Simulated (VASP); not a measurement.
The input files of a VASP run:

KPOINTS:
```
Automatic mesh
0
Gamma
11 11 6
0 0 0
```

**POSCAR**
```
TiSe2
1
    1.7468360785    -3.0256089083    -0.0000000000
    1.7468360785     3.0256089083     0.0000000000
    0.0000000000     0.0000000000     5.9186769361
Ti Se
1 2
Direct
  0.0000000000   0.0000000000   1.0000000000
  0.3333330000   0.6666670000   0.2617730474
  0.6666670000   0.3333330000   0.7382269526
```

**INCAR**
```
AGGAC = 0.0
ALGO = Normal
EDIFF = 1E-7
ENCUT = 520
GGA = CX
ISIF = 2
ISMEAR = -5
LASPH = .True.
LCHARG = .True.
LEFG = .True.
LMAXMIX = 4
LORBIT = 11
LREAL = .False.
LUSE_VDW = .True.
LWAVE = .False.
NEDOS = 601
NELM = 100
PREC = Accurate
SYSTEM = TiSe2
```

POTCAR, in this order: Ti_sv Se (PBE.64 set). Program: vasp_std.

Task: Write an equivalent input for Quantum ESPRESSO's pw.x.

Result: One equivalent input (not run):
```
&CONTROL
  calculation = 'scf'
  pseudo_dir = './pseudo'
  outdir = './out'
  tprnfor = .true.
  tstress = .true.
/
&SYSTEM
  ibrav = 0
  nat = 3
  ntyp = 2
  ecutwfc = 86
  occupations = 'tetrahedra'
  input_dft = 'vdw-df-cx'
/
&ELECTRONS
  conv_thr = 7.3e-09
  electron_maxstep = 100
/
ATOMIC_SPECIES
  Ti 47.867 Ti.upf
  Se 78.971 Se.upf
CELL_PARAMETERS angstrom
     1.7468361   -3.0256089   -0.0000000
     1.7468361    3.0256089    0.0000000
     0.0000000    0.0000000    5.9186769
ATOMIC_POSITIONS crystal
  Ti   0.0000000  0.0000000  1.0000000
  Se   0.3333330  0.6666670  0.2617730
  Se   0.6666670  0.3333330  0.7382270
K_POINTS automatic
  11 11 6 0 0 0
```
What does not carry over: the potentials are each code's own (VASP's PAW set, PseudoDojo norm-conserving files in pw.x), so ENCUT and ecutwfc are chosen apart and not converted; conv_thr bounds pw.x's estimated SCF error, while EDIFF bounds the energy change between steps; the field gradients of LEFG aren't asked of the other code.

The compound is TiSe2 in the 1T layered structure. It was relaxed first.
